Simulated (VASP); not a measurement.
These are PBE GGA, VASP's PBE PAW potentials (set 64) (plane waves; VASP) values and carry that method's errors.

The input files of a VASP run:

### KPOINTS
```
Automatic mesh
0
Gamma
17 17 9
0 0 0
```

**POSCAR**
```
Be
1
    2.2668380689     0.0000000000     0.0000000000
   -1.1334190345     1.9631391846     0.0000000000
    0.0000000000     0.0000000000     3.5577125545
Be
2
Direct
  0.6666670000   0.3333330000   0.7500000000
  0.3333330000   0.6666670000   0.2500000000
```

**INCAR**
```
ALGO = Normal
EDIFF = 1E-6
EDIFFG = -0.01
ENCUT = 480
GGA = PE
IBRION = 2
ISIF = 3
ISMEAR = 1
LASPH = .True.
LCHARG = .False.
LREAL = .False.
LWAVE = .False.
NELM = 100
NSW = 60
PREC = Accurate
SIGMA = 0.1
SYSTEM = Be
```

POTCAR, in this order: Be (PBE.64 set). Program: vasp_std.

### Question
Estimate the energy per atom (σ→0), band gap (on the k-mesh).

### Answer

- energy per atom (σ→0) = -3.765 eV/atom
- band gap (on the k-mesh) = none (metal, semimetal or under 0.01 eV)

File OSZICAR:
```
...
DAV:   4    -0.759378194227E+01   -0.48002E-04   -0.48002E-04  2946   0.138E-01
DAV:   5    -0.759378203479E+01   -0.92511E-07   -0.91813E-07  2538   0.268E-03    0.122E+00
DAV:   6    -0.754768310117E+01    0.46099E-01   -0.61622E-03  2328   0.116E+00    0.746E-01
DAV:   7    -0.752926239692E+01    0.18421E-01   -0.68034E-03  2310   0.121E+00    0.275E-02
DAV:   8    -0.752924043172E+01    0.21965E-04   -0.13675E-05  2916   0.449E-02    0.942E-03
DAV:   9    -0.752923939693E+01    0.10348E-05   -0.27612E-06  2508   0.208E-02    0.953E-04
DAV:  10    -0.752923924369E+01    0.15324E-06   -0.52849E-09  1614   0.827E-04
   1 F= -.75292392E+01 E0= -.75293170E+01  d E =-.752924E+01
```

The compound is Be in the hcp structure. It was relaxed first. The start is the result of an earlier pass.
